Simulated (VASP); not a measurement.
Data:

```yaml
crystal:
  lattice:
    - [0.00000, 3.70500, 3.70500]
    - [3.70500, 0.00000, 3.70500]
    - [3.70500, 3.70500, 0.00000]
  atoms:
    - { symbol: K, position: [0.25000, 0.25000, 0.25000] }
    - { symbol: K, position: [0.75000, 0.75000, 0.75000] }
    - { symbol: S, position: [0.00000, 0.00000, 0.00000] }
```

Calculation: PBE GGA, VASP's PBE PAW potentials (set 64) (plane waves; VASP). Settings: 400 eV cut-off, 4×4×4 Γ-centred mesh, Gaussian smearing of 0.050 eV, potentials K_sv S.

Q: Predict the energy per atom (σ→0), band gap (on the k-mesh) with the smallest direct gap where there is one.

A: 
The band gap (on the k-mesh) is 2.37 eV. The smallest direct gap (on the k-mesh) comes out as 2.57 eV and the energy per atom (σ→0) is -3.139 eV/atom.

The absolute energy has meaning only against runs of the same code, potentials and settings.

The compound is K2S in the antifluorite structure. The cell was not relaxed at this level.
